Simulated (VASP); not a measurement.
**Hg$_{4}$S$_{3}$Se (ordered alloy cell): computed properties**

All values below come from PBEsol GGA, VASP's PBE PAW potentials (set 64) (plane waves; VASP).

```
Item                                                                                    Result
----------------------------------  ----------------------------------------------------------
space group                                                                          R3m (160)
cell                                a = b = 4.204 Å, c = 41.288 Å, α = β = 90.00°, γ = 120.00°
volume per atom                                                                  26.34 Å³/atom
band gap (over mesh and band path)                    none (metal, semimetal or under 0.01 eV)
density                                                                             7.70 g/cm³
```

```
Hg4S3Se
1.0
    0.00000     2.97300     2.97300
    2.97300     0.00000     2.97300
   11.90982    11.90982    -0.01781
Hg Se S
4 1 3
Direct
  0.01178   0.01178   0.99117
  0.98939   0.98939   0.25796
  0.99693   0.99693   0.50231
  0.00305   0.00305   0.74771
  0.24676   0.24676   0.06493
  0.24439   0.24439   0.31671
  0.25052   0.25052   0.56211
  0.25719   0.25719   0.80711
```

Unless said otherwise, spin-orbit coupling is left out, though it shifts the bands of the heavy elements here.

The structure was generated: Hg4S3Se was put into an ordered model structure (R3m), which need not be its known phase. It was relaxed first. Symmetry was kept, so distortions that lower it aren't found.
